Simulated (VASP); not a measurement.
Level of theory: PBEsol GGA, VASP's PBE PAW potentials (set 64) (plane waves; VASP).

VASP input:

File KPOINTS:
```
k-points along high-symmetry lines
15
Line-mode
Reciprocal
  0.000000   0.000000   0.000000 ! GAMMA
  0.500000   0.000000   0.500000 ! X

  0.500000   0.000000   0.500000 ! X
  0.625000   0.250000   0.625000 ! U

  0.375000   0.375000   0.750000 ! K
  0.000000   0.000000   0.000000 ! GAMMA

  0.000000   0.000000   0.000000 ! GAMMA
  0.500000   0.500000   0.500000 ! L

  0.500000   0.500000   0.500000 ! L
  0.500000   0.250000   0.750000 ! W

  0.500000   0.250000   0.750000 ! W
  0.500000   0.000000   0.500000 ! X
```

### POSCAR
```
WAl
1
    0.0000000000     2.5416025894     2.5416025894
    2.5416025894     0.0000000000     2.5416025894
    2.5416025894     2.5416025894     0.0000000000
W Al
1 1
Direct
  0.0000000000   0.0000000000   0.0000000000
  0.5000000000   0.5000000000   0.5000000000
```

**INCAR**
```
SYSTEM  =  WAl
LORBIT  =  11   # lm-projected
ISMEAR  =  0
GGA  =  PS
SIGMA  =  0.05   # width (eV)
LASPH  =  .TRUE.   # aspherical one-centre terms
PREC  =  Accurate
NELM  =  100   # most electronic steps
ICHARG  =  11   # fixed density
LWAVE  =  .FALSE.
EDIFF  =  1E-7
LREAL  =  .FALSE.   # projection in real space or not
ALGO  =  Normal
ENCUT  =  400   # plane-wave cut-off (eV)
LMAXMIX  =  6   # l cut-off of mixed one-centre charges
LCHARG  =  .FALSE.
```

POTCAR, in this order: W_sv Al (PBE.64 set). Program: vasp_std. Read from the step before: CHGCAR.

Output

### OUTCAR
```
 ion  position               nearest neighbor table
   1  0.000  0.000  0.000-   2 2.54   2 2.54   2 2.54   2 2.54   2 2.54   2 2.54
   2  0.500  0.500  0.500-   1 2.54   1 2.54   1 2.54   1 2.54   1 2.54   1 2.54
  LATTYP: Found a face centered cubic cell.
 ALAT       =     5.0832051788
 Subroutine PRICEL returns:
 Original cell was already a primitive cell.
 Subroutine GETGRP returns: Found 48 space group operations
The static configuration has the point symmetry O_h .
The dynamic configuration has the point symmetry O_h .
 Subroutine INISYM returns: Found 48 space group operations
   k-points           NKPTS =     90   k-points in BZ     NKDIM =     90   number of bands    NBANDS=     12
   number of dos      NEDOS =    301   number of ions     NIONS =      2
   total plane-waves  NPLWV =  13824
   dimension x,y,z NGX =    24 NGY =   24 NGZ =   24
   dimension x,y,z NGXF=    48 NGYF=   48 NGZF=   48
   ions per type =               1   1
   PREC   = accura    normal or accurate (medium, high low for compatibility)
   ISTART =      0    job   : 0-new  1-cont  2-samecut
   ICHARG =     11    charge: 1-file 2-atom 10-const
   ISPIN  =      1    spin polarized calculation?
   LNONCOLLINEAR =      F non collinear calculations
   LSORBIT =      F    spin-orbit coupling
   INIWAV =      1    electr: 0-lowe 1-rand  2-diag
   ENCUT  =  400.0 eV  29.40 Ry    5.42 a.u.   5.86  5.86  5.86*2*pi/ulx,y,z
   NELM   =    100;   NELMIN=  2; NELMDL= -5     # of ELM steps
   EDIFF  = 0.1E-06   stopping-criterion for ELM
   LREAL  =      F    real-space projection
   NLSPLINE    = F    spline interpolate recip. space projectors
   LMAXMIX     =    6 max onsite mixed and CHGCAR
   VOSKOWN=      0    Vosko Wilk Nusair interpolation
   EDIFFG = 0.1E-05   stopping-criterion for IOM
   NSW    =      0    number of steps for IOM
   NBLOCK =      1;   KBLOCK =      1    inner block; outer block
   IBRION =     -1    ionic relax: 0-MD 1-quasi-New 2-CG
   NFREE  =      0    steps in history (QN), initial steepest desc. (CG)
   ISIF   =      2    stress and relaxation
   ISYM   =      2    0-nonsym 1-usesym 2-fastsym
   TEIN   =    0.0    initial temperature
   TEBEG  =    0.0;   TEEND  =   0.0 temperature during run
   SMASS  =  -3.00    Nose mass-parameter (am)
   PSTRESS=    0.0 pullay stress
   NELECT =      17.0000    total number of electrons
   EFERMI =   0.00;   METHOD = LEGACY
   ISMEAR =     0;   SIGMA  =   0.05  broadening in eV -4-tet -1-fermi 0-gaus
   IALGO  =     38    algorithm
   LDIAG  =      T    sub-space diagonalisation (order eigenvalues)
   IMIX   =      4    mixing-type and parameters
     AMIX     =   0.40;   BMIX     =  1.00
     AMIX_MAG =   1.60;   BMIX_MAG =  1.00
     AMIN     =   0.10
   GGA     = PS    functional components
   VOSKOWN =     0    Vosko Wilk Nusair interpolation
   LHFCALC =     F    Hartree Fock is set to
   LHFONE  =     F    Hartree Fock one center treatment
   AEXX    =    0.0000 exact exchange contribution
   IVDW    =     0    specifies the selected vdW correction
   LEPSILON=     F    determine dielectric tensor
   LRPA    =     F    only Hartree local field effects (RPA)
  energy-cutoff  :      400.00
  volume of cell :       32.84
      direct lattice vectors                 reciprocal lattice vectors
     0.000000000  2.541602589  2.541602589    -0.196726271  0.196726271  0.196726271
     2.541602589  0.000000000  2.541602589     0.196726271 -0.196726271  0.196726271
     2.541602589  2.541602589  0.000000000     0.196726271  0.196726271 -0.196726271
 k-point     1 :   0.0000 0.0000 0.0000  plane waves:     609
 k-point     2 :   0.0357 0.0000 0.0357  plane waves:     601
 k-point     3 :   0.0714 0.0000 0.0714  plane waves:     589
 k-point     4 :   0.1071 0.0000 0.1071  plane waves:     589
 k-point     5 :   0.1429 0.0000 0.1429  plane waves:     585
 k-point     6 :   0.1786 0.0000 0.1786  plane waves:     584
 k-point     7 :   0.2143 0.0000 0.2143  plane waves:     584
 k-point     8 :   0.2500 0.0000 0.2500  plane waves:     592
 k-point     9 :   0.2857 0.0000 0.2857  plane waves:     592
 k-point    10 :   0.3214 0.0000 0.3214  plane waves:     600
...
```

**OSZICAR**
```
       N       E                     dE             d eps       ncg     rms          rms(c)
DAV:   1     0.821606991740E+02    0.82161E+02   -0.75984E+03  2176   0.117E+03
DAV:   2    -0.125134015930E+02   -0.94674E+02   -0.90359E+02  2480   0.302E+02
DAV:   3    -0.151168932927E+02   -0.26035E+01   -0.24708E+01  2828   0.456E+01
DAV:   4    -0.151551362766E+02   -0.38243E-01   -0.38152E-01  2456   0.520E+00
DAV:   5    -0.151557691914E+02   -0.63291E-03   -0.63283E-03  2596   0.658E-01
DAV:   6    -0.151557837492E+02   -0.14558E-04   -0.14559E-04  2544   0.105E-01
DAV:   7    -0.151557841888E+02   -0.43963E-06   -0.43899E-06  2708   0.181E-02
DAV:   8    -0.151557842068E+02   -0.17932E-07   -0.17250E-07  2164   0.345E-03
   1 F= -.15155784E+02 E0= -.15155021E+02  d E =-.152642E-02
```

OUTCAR:
```
 val. band max:        8.7888371702   @ k =   0.5982   0.1964   0.5982

 cond. band min:       8.8037678183   @ k =   0.2411   0.2411   0.4821



 k-point     1 :       0.0000    0.0000    0.0000
  band No.  band energies     occupation
      1     -65.0464      2.00000
      2     -29.2493      2.00000
      3     -29.2493      2.00000
      4     -29.2493      2.00000
      5      -1.0617      2.00000
      6       7.3443      2.00000
      7       7.3443      2.00000
      8       7.3443      2.00000
      9       8.0101      2.00000
     10       8.0101      2.00000
     11      14.5273      0.00000
     12      14.5273      0.00000

 k-point     2 :       0.0357    0.0000    0.0357
  band No.  band energies     occupation
      1     -65.0464      2.00000
      2     -29.2507      2.00000
      3     -29.2498      2.00000
      4     -29.2498      2.00000
      5      -1.0246      2.00000
      6       7.3111      2.00000
      7       7.3586      2.00000
      8       7.3586      2.00000
      9       7.9473      2.00000
     10       8.0222      2.00000
     11      14.5425      0.00000
     12      14.5461      0.00000

 k-point     3 :       0.0714    0.0000    0.0714
  band No.  band energies     occupation
      1     -65.0462      2.00000
      2     -29.2550      2.00000
      3     -29.2514      2.00000
      4     -29.2514      2.00000
      5      -0.9141      2.00000
      6       7.2152      2.00000
      7       7.4015      2.00000
      8       7.4015      2.00000
      9       7.7680      2.00000
     10       8.0582      2.00000
     11      14.5824      0.00000
     12      14.5824      0.00000

 k-point     4 :       0.1071    0.0000    0.1071
  band No.  band energies     occupation
      1     -65.0459      2.00000
      2     -29.2619      2.00000
      3     -29.2540      2.00000
      4     -29.2540      2.00000
      5      -0.7324      2.00000
      6       7.0668      2.00000
      7       7.4740      2.00000
...
```

The density is held fixed in this step, so its total energy and stress have no physical meaning. Unless said otherwise, spin-orbit coupling is left out, though it shifts the bands of the heavy elements here.

The structure was generated: WAl was put into the rock salt type (Fm-3m), which need not be its known phase. It was relaxed first, which changed the volume by -42 %. The electron count is odd and the run is not spin-polarised, which forces a metal.
